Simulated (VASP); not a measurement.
# A VASP study of MgB2 (LDA): structure first, properties next

Wanted: the relaxed cell of MgB2 and its properties. The steps: relaxing cell and atoms (LDA), second relaxation, density, ELF and potential (LDA), band structure (LDA), total and projected DOS (LDA), vibrations at Γ (LDA), volume scan with LDA, fit for LDA and core levels (LDA). Left out of this account: 1 further run (relaxation: a spoilt try). The start is a cell from a database of measured crystal structures.

Program: VASP 6.6.1. Level of theory: LDA; plane waves and PAW (Mg, B). Results are calculated unless marked as measured.

Report form: the programs' logs are mostly left out.

### Step 1. Starting point

Before any relaxation, the start is as follows. The structure is hexagonal, space group P6/mmm (No. 191). The conventional cell has a = 3.085 Å, b = 3.085 Å, c = 3.523 Å, α = 90.00°, β = 90.00°, γ = 120.00°. Nearest to Mg lie 12 B at 2.51 Å. Nearest to B lie 3 B at 1.78 Å and 6 Mg at 2.51 Å. Farther neighbours are not listed.

Coordinates:

```cif
data_structure
_symmetry_space_group_name_H-M 'P 1'
_symmetry_Int_Tables_number 1
_cell_length_a 3.0850
_cell_length_b 3.0850
_cell_length_c 3.5230
_cell_angle_alpha 90.000
_cell_angle_beta 90.000
_cell_angle_gamma 120.000
_cell_volume 29.04
loop_
_atom_site_label
_atom_site_type_symbol
_atom_site_fract_x
_atom_site_fract_y
_atom_site_fract_z
_atom_site_occupancy
Mg1 Mg 0.00000 0.00000 0.00000 1
B2 B 0.33333 0.66667 0.50000 1
B3 B 0.66667 0.33333 0.50000 1
```

### Step 2. Relaxing cell and atoms (LDA)

The start need not lie at this functional's minimum. ISIF = 3 frees volume, shape and positions, and EDIFFG sets the threshold on forces and stress at which the search stops. LDA, the lowest rung, knows the local density alone.

Input file INCAR:

```
SYSTEM = MgB2
PREC = Accurate
ENCUT = 420
EDIFF = 1E-06
NELM = 100
ISMEAR = 0
SIGMA = 0.05
LREAL = .FALSE.
ALGO = Normal
GGA = CA
NBANDS = 10
LORBIT = 11
LWAVE = .FALSE.
LCHARG = .FALSE.
KPAR = 2
IBRION = 2
NSW = 60
ISIF = 3
EDIFFG = -0.01
```

Input file POSCAR:

```
MgB2
1.0
    3.0850000000      0.0000000000      0.0000000000
   -1.5425000000      2.6716883707      0.0000000000
    0.0000000000      0.0000000000      3.5230000000
Mg B
1 2
Direct
    0.0000000000      0.0000000000      0.0000000000
    0.3333333333      0.6666666667      0.5000000000
    0.6666666667      0.3333333333      0.5000000000
```

Input file KPOINTS:

```
Automatic mesh
0
Gamma
10 10 8
0 0 0
```

The projector-augmented-wave data sets are Mg and B (LDA family, release 64).

On the command line:

```sh
> mpirun -np 2 vasp_std
```

Run time: 23 s. Hardware: 2 MPI ranks of AMD EPYC 7R43, shared host; peak memory 0.21 GiB; 44 s of CPU time.

The run keeps the 24 symmetry operations of its start, so it cannot find a distortion of lower symmetry.

Relaxation path:

```
step  energy less that of the first step (eV)  largest force (eV/Å)  pressure (GPa)  volume (Å³)
   1                                   0.0000                0.0000           -8.00        29.04
   2                                  -0.0342                0.0000            3.04        27.05
   3                                  -0.0388                0.0000           -0.01        27.54
   4                                  -0.0407                0.0000            0.00        27.49
   5                                  -0.0412                0.0000           -0.01        27.45
```

```
conventional cell, symmetrised  before  after  change
                         a (Å)   3.085  3.041  -1.4 %
                         b (Å)   3.085  3.041  -1.4 %
                         c (Å)   3.523  3.427  -2.7 %
              volume (Å³/atom)    9.68   9.15  -5.5 %
```

Final coordinates:

```xyz
3
Lattice="3.0409 0.0000 0.0000 -1.5204 2.6335 0.0000 0.0000 0.0000 3.4274" Properties=species:S:1:pos:R:3 pbc="T T T"
Mg    0.0000    0.0000    0.0000
B     0.0000    1.7557    1.7137
B     1.5204    0.8778    1.7137
```

Numbers from this step:

- electrons: 8
- bands: 10
- irreducible k-points: 70
- symmetry operations: 24
- free energy (TOTEN): -17.29 eV
- energy at zero smearing: -17.29 eV
- Fermi energy: 5.692 eV
- pressure: -0.007392 GPa
- metallic: yes
- SCF cycles over all ionic steps: 33

It ends with forces that vanish by symmetry and a pressure of -0.01 GPa. The volume lies -5.5 % from that of the database's start, which holds the thermal and zero-point expansion of its experiment. LDA is known to overbind.

### Step 3. Second relaxation

A relaxation keeps the plane waves of the cell it began with, so it is repeated from the new cell, on a basis made for it.

INCAR is that of step 2.

Input file POSCAR:

```
MgB2
1.0
    3.0408864453      0.0000000000      0.0000000000
   -1.5204432227      2.6334849117      0.0000000000
    0.0000000000      0.0000000000      3.4274495848
Mg B
1 2
Direct
    0.0000000000      0.0000000000      0.0000000000
    0.3333333333      0.6666666667      0.5000000000
    0.6666666667      0.3333333333      0.5000000000
```

KPOINTS is that of step 2.

On the command line:

```sh
> mpirun -np 2 vasp_std
```

Run time: 7.8 s. Hardware: 2 MPI ranks; peak memory 0.2 GiB.

Little changed from the start: no atom moved by 0.005 Å and no cell edge by 0.1 %.

This step gave:

```yaml
pressure: -0.01105 GPa
scf_cycles_over_all_ionic_steps: 12
```

It ends with forces that vanish by symmetry and a pressure of -0.01 GPa. The volume moved by under 0.01 %: the run met its threshold at the first step.

### Step 4. Density, ELF and potential (LDA)

A single point on the relaxed cell gives a clean self-consistent state, with density, ELF and potential written out.

INCAR: that of step 3 with these lines changed.

```diff
@@ -13,7 +13,5 @@
 LWAVE = .FALSE.
-LCHARG = .FALSE.
-KPAR = 2
-IBRION = 2
-NSW = 60
-ISIF = 3
-EDIFFG = -0.01
+LCHARG = .TRUE.
+ISIF = 2
+LELF = .TRUE.
+LVHAR = .TRUE.
```

POSCAR is that of step 3.

KPOINTS is that of step 3.

On the command line:

```sh
> mpirun -np 2 vasp_std
```

Run time: 9 s. Hardware: 2 MPI ranks; peak memory 0.16 GiB.

Numbers from this step:

- SCF cycles: 12

Valence electrons inside each PAW sphere by angular momentum. Sphere charges, by row:

```
atom  s (e)  p (e)  d (e)  tot (e)
 Mg1  0.171    0.2  0.065    0.436
  B2  0.691  1.284      0    1.975
  B3  0.691  1.284      0    1.975
```

ELF in the ab plane at fractional z = 0.500, with atoms of B within 0.2 Å of it. It is the smooth field of the valence electrons, not physical close to the nuclei.

Values, 16 rows by 16 columns:
```
0.09 0.14 0.26 0.44 0.63 0.77 0.85 0.89 0.89 0.85 0.76 0.63 0.44 0.26 0.14 0.09
0.17 0.26 0.40 0.54 0.64 0.71 0.76 0.77 0.75 0.71 0.65 0.54 0.40 0.26 0.17 0.14
0.33 0.44 0.54 0.58 0.55 0.48 0.41 0.41 0.49 0.55 0.58 0.54 0.44 0.33 0.26 0.26
0.54 0.63 0.64 0.55 0.34 0.13 0.06 0.12 0.34 0.55 0.65 0.63 0.54 0.44 0.40 0.44
0.72 0.77 0.71 0.48 0.13 0.01 0.01 0.13 0.48 0.71 0.76 0.72 0.63 0.54 0.54 0.63
0.85 0.85 0.76 0.41 0.06 0.01 0.06 0.41 0.76 0.85 0.85 0.76 0.65 0.58 0.65 0.76
0.91 0.89 0.77 0.41 0.12 0.13 0.41 0.77 0.89 0.91 0.85 0.71 0.55 0.55 0.71 0.85
0.92 0.89 0.75 0.49 0.34 0.48 0.76 0.89 0.92 0.89 0.76 0.48 0.34 0.49 0.75 0.89
0.91 0.85 0.71 0.55 0.55 0.71 0.85 0.91 0.89 0.77 0.41 0.13 0.12 0.41 0.77 0.89
0.85 0.76 0.65 0.58 0.65 0.76 0.85 0.85 0.76 0.41 0.06 0.01 0.06 0.41 0.76 0.85
0.72 0.63 0.54 0.54 0.63 0.72 0.76 0.71 0.48 0.13 0.01 0.01 0.13 0.48 0.71 0.77
0.54 0.44 0.40 0.44 0.54 0.63 0.65 0.55 0.34 0.12 0.06 0.13 0.34 0.55 0.64 0.63
0.33 0.26 0.26 0.33 0.44 0.54 0.58 0.55 0.49 0.41 0.41 0.48 0.55 0.58 0.54 0.44
0.17 0.14 0.17 0.26 0.40 0.54 0.65 0.71 0.75 0.77 0.76 0.71 0.64 0.54 0.40 0.26
0.09 0.09 0.14 0.26 0.44 0.63 0.76 0.85 0.89 0.89 0.85 0.77 0.63 0.44 0.26 0.14
0.07 0.09 0.17 0.33 0.54 0.72 0.85 0.91 0.92 0.91 0.85 0.72 0.54 0.33 0.17 0.09
```
Columns run along a (3.0 Å), rows up along b (3.0 Å). Atoms in or near the plane, at fractional coordinates: B at (0.33, 0.67), B at (0.67, 0.33).

Valence density in the ab plane at fractional z = 0.500, with atoms of B within 0.2 Å of it. It is the smooth field of the valence electrons, not physical close to the nuclei.

Values in e/Å³, 16 rows by 16 columns:
```
0.13 0.15 0.20 0.29 0.41 0.58 0.75 0.86 0.86 0.75 0.58 0.41 0.29 0.20 0.15 0.13
0.16 0.20 0.27 0.38 0.53 0.71 0.85 0.91 0.85 0.71 0.53 0.38 0.27 0.20 0.16 0.15
0.23 0.29 0.38 0.52 0.67 0.79 0.82 0.82 0.79 0.67 0.52 0.38 0.29 0.23 0.20 0.20
0.33 0.41 0.53 0.67 0.74 0.66 0.58 0.66 0.74 0.67 0.53 0.41 0.33 0.29 0.27 0.29
0.48 0.58 0.71 0.79 0.66 0.41 0.41 0.66 0.79 0.71 0.58 0.48 0.41 0.38 0.38 0.41
0.65 0.75 0.85 0.82 0.58 0.41 0.58 0.82 0.85 0.75 0.65 0.58 0.53 0.52 0.53 0.58
0.79 0.86 0.91 0.82 0.66 0.66 0.82 0.91 0.86 0.79 0.75 0.71 0.67 0.67 0.71 0.75
0.86 0.86 0.85 0.79 0.74 0.79 0.85 0.86 0.86 0.86 0.85 0.79 0.74 0.79 0.85 0.86
0.79 0.75 0.71 0.67 0.67 0.71 0.75 0.79 0.86 0.91 0.82 0.66 0.66 0.82 0.91 0.86
0.65 0.58 0.53 0.52 0.53 0.58 0.65 0.75 0.85 0.82 0.58 0.41 0.58 0.82 0.85 0.75
0.48 0.41 0.38 0.38 0.41 0.48 0.58 0.71 0.79 0.66 0.41 0.41 0.66 0.79 0.71 0.58
0.33 0.29 0.27 0.29 0.33 0.41 0.53 0.67 0.74 0.66 0.58 0.66 0.74 0.67 0.53 0.41
0.23 0.20 0.20 0.23 0.29 0.38 0.52 0.67 0.79 0.82 0.82 0.79 0.67 0.52 0.38 0.29
0.16 0.15 0.16 0.20 0.27 0.38 0.53 0.71 0.85 0.91 0.85 0.71 0.53 0.38 0.27 0.20
0.13 0.13 0.15 0.20 0.29 0.41 0.58 0.75 0.86 0.86 0.75 0.58 0.41 0.29 0.20 0.15
0.11 0.13 0.16 0.23 0.33 0.48 0.65 0.79 0.86 0.79 0.65 0.48 0.33 0.23 0.16 0.13
```
Columns run along a (3.0 Å), rows up along b (3.0 Å). Atoms in or near the plane, at fractional coordinates: B at (0.33, 0.67), B at (0.67, 0.33).

Electrostatic potential energy in the ab plane at fractional z = 0.500, with atoms of B within 0.2 Å of it. With pseudopotentials it is smooth inside the atoms' cores, unlike the true potential.

Ten even steps from '0' (-32 eV) to '9' (2 eV):
```
9999987557899999
9999741014789999
9997200002799999
9972036302799999
8840399304889989
8710696017887778
8500330058742247
7510001575100015
8742247850033005
8877788710696017
8989988403993048
9999997203630279
9999997200002799
9999987410147999
9999998755789999
9999988878889999
```
Columns run along a (3.0 Å; values clipped at the 3rd and 97th percentile), rows up along b (3.0 Å). Atoms in or near the plane, at fractional coordinates: B at (0.33, 0.67), B at (0.67, 0.33).

In this run the pressure is -0.01 GPa, small enough to go on.

### Step 5. Band structure (LDA)

The mesh alone shows little of the dispersion and can miss band extrema, so KPOINTS_OPT adds a path through the symmetry points after the self-consistent cycle.

Input file INCAR:

```
SYSTEM = MgB2
PREC = Accurate
ENCUT = 420
EDIFF = 1E-06
NELM = 100
ISMEAR = 0
SIGMA = 0.05
LREAL = .FALSE.
ALGO = Normal
GGA = CA
NBANDS = 17
LORBIT = 11
LWAVE = .FALSE.
LCHARG = .FALSE.
KPAR = 2
```

POSCAR is that of step 4.

KPOINTS is that of step 4.

Input file KPOINTS_OPT:

```
Line mode
16
Line-mode
Reciprocal
  0.00000000   0.00000000   0.00000000 GAMMA
  0.50000000   0.00000000   0.00000000 M

  0.50000000   0.00000000   0.00000000 M
  0.33333333   0.33333333   0.00000000 K

  0.33333333   0.33333333   0.00000000 K
  0.00000000   0.00000000   0.00000000 GAMMA

  0.00000000   0.00000000   0.00000000 GAMMA
  0.00000000   0.00000000   0.50000000 A

  0.00000000   0.00000000   0.50000000 A
  0.50000000   0.00000000   0.50000000 L

  0.50000000   0.00000000   0.50000000 L
  0.33333333   0.33333333   0.50000000 H

  0.33333333   0.33333333   0.50000000 H
  0.00000000   0.00000000   0.50000000 A

  0.50000000   0.00000000   0.50000000 L
  0.50000000   0.00000000   0.00000000 M

  0.33333333   0.33333333   0.00000000 K
  0.33333333   0.33333333   0.50000000 H
```

On the command line:

```sh
> mpirun -np 2 vasp_std
```

Wall time 18 s (2 MPI ranks); peak memory 0.22 GiB.

This step gave:

```
bands    : 17
pressure : -0.01067 GPa
```

Electronic bands along the path, in eV, zero at the Fermi level; # counts the bands kept:

```
          point      #1     #2     #3     #4     #5    #6     #7
              Γ  -12.68  -2.96   0.28   0.28   1.93  6.32   6.32
0.47 of the way  -11.72  -3.15  -2.04  -1.21   2.73  5.64   7.34
              M   -8.65  -8.07  -2.33   0.22   3.20  3.88   5.69
0.47 of the way   -8.38  -7.78  -3.90   0.57   2.99  5.49   5.86
              K   -7.38  -7.38  -6.15   1.84   1.84  6.43   6.43
0.53 of the way  -11.40  -3.35  -2.41  -1.74   3.15  6.73   7.09
              Γ  -12.68  -2.96   0.28   0.28   1.93  6.32   6.32
0.53 of the way  -12.05  -5.89   0.51   0.51   6.32  6.50   6.50
              A  -11.24  -7.73   0.71   0.71   6.66  6.66   8.01
0.47 of the way  -10.38  -6.64  -2.44  -0.85   3.53  6.47  10.16
              L   -7.56  -7.07  -3.78  -2.01  -1.45  6.00   8.97
0.47 of the way   -7.30  -6.80  -3.44  -3.32  -1.42  5.43   7.84
              H   -6.37  -6.37  -5.42  -2.20  -2.20  3.66  11.85
0.47 of the way   -9.75  -5.86  -3.21  -2.47   2.08  6.96   8.08
              A  -11.24  -7.73   0.71   0.71   6.66  6.66   8.01
      jump to L   -7.56  -7.07  -3.78  -2.01  -1.45  6.00   8.97
0.47 of the way   -8.16  -7.59  -2.24  -2.16   0.08  5.18   9.58
              M   -8.65  -8.07  -2.33   0.22   3.20  3.88   5.69
      jump to K   -7.38  -7.38  -6.15   1.84   1.84  6.43   6.43
0.53 of the way   -6.91  -6.91  -5.78  -0.70  -0.70  5.17  10.05
              H   -6.37  -6.37  -5.42  -2.20  -2.20  3.66  11.85
```

Of the projections kept (Mg, B), the largest for each band there; the rest of the weight can lie on other orbitals:

```
point      #1      #2      #3      #4       #5      #6       #7
    Γ  B 0.86  B 0.86  B 0.98  B 0.98  Mg 0.56  B 0.82   B 0.82
    M  B 0.93  B 0.87  B 0.96  B 0.91   B 0.86  B 0.72   B 0.58
    K  B 0.93  B 0.93  B 0.84  B 0.92   B 0.92  B 0.64   B 0.64
    Γ  B 0.86  B 0.86  B 0.98  B 0.98  Mg 0.56  B 0.82   B 0.82
    A  B 0.94  B 0.60  B 1.00  B 1.00   B 0.86  B 0.86   B 1.00
    L  B 0.97  B 0.93  B 0.72  B 0.97   B 0.55  B 0.87  Mg 0.62
```

There is no gap at this level.

Of the bands kept, 3 cross the Fermi level on this path.

### Step 6. Total and projected DOS (LDA)

Here the states are counted by energy and projected on the atoms. The mesh is finer than in the run before.

INCAR: that of step 5 with these lines changed.

```diff
@@ -5,3 +5,3 @@
 NELM = 100
-ISMEAR = 0
+ISMEAR = -5
 SIGMA = 0.05
@@ -15 +15,2 @@
 KPAR = 2
+NEDOS = 2001
```

POSCAR is that of step 5.

Input file KPOINTS:

```
Automatic mesh
0
Gamma
15 15 11
0 0 0
```

On the command line:

```sh
> mpirun -np 2 vasp_std
```

It took 24 s on 2 MPI ranks; peak memory 0.25 GiB; 46 s of CPU time.

With tetrahedra the forces and stress of a metal are not exact derivatives of the energy.

Numbers from this step:

* SCF cycles: 14
* irreducible k-points: 162
* Fermi energy: 5.574 eV
* pressure: -0.1792 GPa
* DOS at the Fermi level: 0.7080 states/eV/cell

The density of states has structure finer than the step of the table below, so its rows give means over 1 eV, whole bins alone (the curve runs from -12.0 to 7.99 eV). Peaks (eV: height): total -8.6: 0.559, -2.1: 1.26, 6.5: 1.91, 7.6: 1.14; B p -2.1: 0.641, 6.5: 0.394, 6.8: 0.420; B s -8.6: 0.223, -7.0: 0.159, -6.5: 0.151, 6.3: 0.215; Mg s -5.1: 0.0268, 6.5: 0.134, 7.6: 0.0859.

States under -12.0 eV and over 8.0 eV are left out. Density of states against energy, zero at the Fermi level; means over each step; values in states/eV/cell:

```
energy (eV)  total     B p      B s     Mg s
        -11  0.404  0.0169    0.177   0.0143
        -10  0.441  0.0348    0.184   0.0116
         -9  0.480  0.0538    0.192  0.00835
         -8  0.421  0.0594    0.167  0.00424
         -7  0.526   0.125    0.129   0.0185
         -6  0.619   0.167    0.126   0.0209
         -5  0.719   0.232   0.0981   0.0227
         -4  0.859   0.313   0.0835   0.0193
         -3  0.995   0.418   0.0688   0.0134
         -2   1.11   0.560   0.0450  0.00806
         -1  0.858   0.412   0.0209   0.0113
          0  0.675   0.318  0.00773   0.0106
          1  0.304   0.104  0.00172  0.00769
          2  0.290  0.0938  0.00243  0.00657
          3  0.411   0.122   0.0105   0.0115
          4  0.459   0.113   0.0165   0.0197
          5  0.551   0.109   0.0389   0.0397
          6   1.23   0.214    0.150   0.0939
          7   1.18   0.292    0.101   0.0807
```

The finer mesh and the other smearing move the Fermi level by -0.12 eV from the 10×10×8 run, one measure of the sampling error in the zero of the bands above. Of the states within 0.3 eV of the Fermi level, the largest shares in the PAW spheres are B p 47 %. The rest lies in smaller channels or between the spheres.

### Step 7. Vibrations at Γ (LDA)

Zone-centre modes test whether the atoms sit at a minimum within this cell. IBRION = 8 takes the force constants from linear response, which needs tightly converged orbitals.

Input file INCAR:

```
SYSTEM = MgB2
PREC = Accurate
ENCUT = 420
EDIFF = 1E-08
NELM = 100
ISMEAR = 1
SIGMA = 0.2
LREAL = .FALSE.
ALGO = Normal
GGA = CA
NBANDS = 10
LORBIT = 11
LWAVE = .FALSE.
LCHARG = .FALSE.
KPAR = 2
IBRION = 8
ISIF = 2
```

POSCAR is that of step 6.

KPOINTS is that of step 6.

On the command line:

```sh
> mpirun -np 2 vasp_std
```

It took 5.4 min on 2 MPI ranks; peak memory 0.83 GiB; 11 min of CPU time.

Energies printed during the response cycles are not total energies of the cell.

Numbers from this step:

```
bands                     : 10
pressure of the cell      : -0.2089 GPa
largest force of the cell : 0 eV/Å
Fermi energy              : 5.585 eV
```

The modes at Γ (shares of kinetic energy by element, %):

```
mode  frequency (cm⁻¹)  symmetry  Mg %  B %
   1              -0.3  acoustic    53   47
   2              -0.3  acoustic    53   47
   3              -0.1  acoustic    53   47
   4             356.4       E1u    47   53
   5             356.4       E1u    47   53
   6             424.8       A2u    47   53
   7             566.9       E2g     0  100
   8             566.9       E2g     0  100
   9             712.1        Bg     0  100
```

Displacements in mode 4 (356.4 cm⁻¹), the largest set to 1:
```
Mg1  0.89  0.39  0.00
B2  -1.00 -0.44  0.00
B3  -1.00 -0.44  0.00
```

Displacements in mode 6 (424.8 cm⁻¹), the largest set to 1:
```
Mg1  0.00  0.00  0.89
B2   0.00  0.00 -1.00
B3   0.00  0.00 -1.00
```

The three acoustic modes lie within 0.3 cm⁻¹ of zero, and all others are real. By the characters of their eigenvectors the optical modes sort into (cm⁻¹) Raman active: E2g 567; infrared active: E1u 356, A2u 425; silent: Bg 712. B labels carry no number here, since it depends on the setting of the axes. With a centre of inversion no mode is active in both.

### Step 8. Volume scan with LDA, volume scale 0.94

An equation of state needs energies on both sides of the minimum, all on one mesh and cutoff.

Input file INCAR:

```
SYSTEM = MgB2
PREC = Accurate
ENCUT = 420
EDIFF = 1E-06
NELM = 100
ISMEAR = 0
SIGMA = 0.05
LREAL = .FALSE.
ALGO = Normal
GGA = CA
NBANDS = 10
LORBIT = 11
LWAVE = .FALSE.
LCHARG = .FALSE.
KPAR = 2
ISIF = 2
```

Input file POSCAR:

```
MgB2
1.0
    2.9788101200      0.0000000000      0.0000000000
   -1.4894050600      2.5797252370      0.0000000000
    0.0000000000      0.0000000000      3.3574820016
Mg B
1 2
Direct
    0.0000000000      0.0000000000      0.0000000000
    0.3333333333      0.6666666667      0.5000000000
    0.6666666667      0.3333333333      0.5000000000
```

Input file KPOINTS:

```
Automatic mesh
0
Gamma
10 10 8
0 0 0
```

On the command line:

```sh
> mpirun -np 2 vasp_std
```

The job ended after 13 s (2 MPI ranks; peak memory 0.19 GiB).

The scan keeps the cell's shape and the fractional positions fixed.

This step gave:

```yaml
scf_cycles: 12
irreducible_k_points: 70
free_energy_toten: -17.23 eV
energy_at_zero_smearing: -17.23 eV
fermi_energy: 6.168 eV
pressure: 11.56 GPa
```

The pressure here is 11.56 GPa.

### Step 9. Volume scan with LDA, volume scale 0.96

INCAR is that of step 8.

Input file POSCAR:

```
MgB2
1.0
    2.9997883472      0.0000000000      0.0000000000
   -1.4998941737      2.5978929147      0.0000000000
    0.0000000000      0.0000000000      3.3811270201
Mg B
1 2
Direct
    0.0000000000      0.0000000000      0.0000000000
    0.3333333333      0.6666666667      0.5000000000
    0.6666666667      0.3333333333      0.5000000000
```

KPOINTS is that of step 8.

On the command line:

```sh
> mpirun -np 2 vasp_std
```

Wall time 14 s (2 MPI ranks); peak memory 0.19 GiB.

This step gave:

```
free energy (TOTEN)     : -17.26 eV
energy at zero smearing : -17.26 eV
Fermi energy            : 6.003 eV
pressure                : 7.338 GPa
```

The pressure falls from 11.56 to 7.34 GPa.

The run ends at a pressure of 7.34 GPa.

### Step 10. Volume scan with LDA, volume scale 0.98

INCAR is that of step 9.

Input file POSCAR:

```
MgB2
1.0
    3.0204771965      0.0000000000      0.0000000000
   -1.5102385983      2.6158099838      0.0000000000
    0.0000000000      0.0000000000      3.4044458743
Mg B
1 2
Direct
    0.0000000000      0.0000000000      0.0000000000
    0.3333333333      0.6666666667      0.5000000000
    0.6666666667      0.3333333333      0.5000000000
```

KPOINTS is that of step 9.

On the command line:

```sh
> mpirun -np 2 vasp_std
```

The job ended after 14 s (2 MPI ranks; peak memory 0.19 GiB; 26 s of CPU time).

The pressure falls from 7.34 to 3.49 GPa.

The run ends at a pressure of 3.49 GPa.

### Step 11. Volume scan with LDA, volume scale 1

INCAR is that of step 10.

Input file POSCAR:

```
MgB2
1.0
    3.0408864453      0.0000000000      0.0000000000
   -1.5204432227      2.6334849117      0.0000000000
    0.0000000000      0.0000000000      3.4274495848
Mg B
1 2
Direct
    0.0000000000      0.0000000000      0.0000000000
    0.3333333333      0.6666666667      0.5000000000
    0.6666666667      0.3333333333      0.5000000000
```

KPOINTS is that of step 10.

On the command line:

```sh
> mpirun -np 2 vasp_std
```

Elapsed: 17 s, on 2 MPI ranks; peak memory 0.18 GiB.

The pressure falls from 3.49 to -0.01 GPa.

The run ends at a pressure of -0.01 GPa.

(Part 1 of 2 ends here.)

[Lines on the potential files, build, host, timing and source positions are cut from VASP's logs without a mark.]

[Logs are printed without paths, hosts, clocks, repeated set-up lines and the standing remarks that a program may print on its own settings, such as how far it seeks lower states.]

[Hosts, paths, dates, database ids (printed as entryN), source tags and the programs' standing remarks are cut or masked in the printed files.]

[A measured line is paired with the nearest computed mode of its activity, which favours agreement.]
